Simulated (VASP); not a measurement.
Here is the system:

```xyz
2
Lattice="0.0000 3.0217 3.0217 3.0217 0.0000 3.0217 3.0217 3.0217 0.0000" Properties=species:S:1:pos:R:3 pbc="T T T"
Pb     0.0000     0.0000     0.0000
Se     3.0217     3.0217     3.0217
```

The numbers are results of LDA (Ceperley-Alder, Perdew-Zunger), VASP's LDA PAW potentials (set 64) (plane waves; VASP), not measurements. Settings: 400 eV cut-off, 17×17×17 Γ-centred mesh, Gaussian smearing of 0.010 eV, potentials Pb_d Se.

Q: Estimate the energy per atom (σ→0).

A: 
```json
{
 "energy per atom (σ→0)": "-4.728 eV/atom"
}
```

The absolute energy has meaning only against runs of the same code, potentials and settings.

The structure comes from a computed database's PbSe entry (Fm-3m); how it stands against other phases isn't given here. It was relaxed first, which changed the volume by -7 %.
